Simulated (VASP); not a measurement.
The system is Zn3H.

```
CELL_PARAMETERS angstrom
0.00000 2.99658 2.99658
2.99658 0.00000 2.99658
2.99658 2.99658 0.00000
ATOMIC_POSITIONS crystal
Zn 0.50000 0.50000 0.50000
Zn 0.25000 0.25000 0.25000
Zn 0.75000 0.75000 0.75000
H 0.00000 0.00000 0.00000
```

The cell was built by a generator and needn't be a form met in nature.

Base run:

| Quantity | Value |
| --- | --- |
| Program | VASP 6.6.1 |
| Functional | BLYP |
| Potentials or basis | VASP PAW PBE potentials, release 64 (Zn, H) |
| Cutoff | 520 eV |
| k mesh | 6 × 6 × 6 |
| Occupations | fermi-dirac, width 0.05 eV |
| Spin | no spin polarisation |

Its results: pressure 5.6 GPa.

Question: After a change of settings the same cell gave: pressure 0.4 GPa. Which change was it?
A. functional from BLYP to AM05
B. functional from BLYP to r2SCAN
C. functional from BLYP to LDA; potentials or basis from VASP PAW PBE potentials, release 64 (Zn, H) to VASP PAW LDA potentials, release 64 (Zn, H)
D. functional from BLYP to PW91

Answer: D.

PW91 binds more tightly than BLYP, so the same cell stands under less pressure.

Caveats: the PAW data sets were made with another functional, which shifts forces and pressure a little.

Runs at the PBE level aren't shown here.
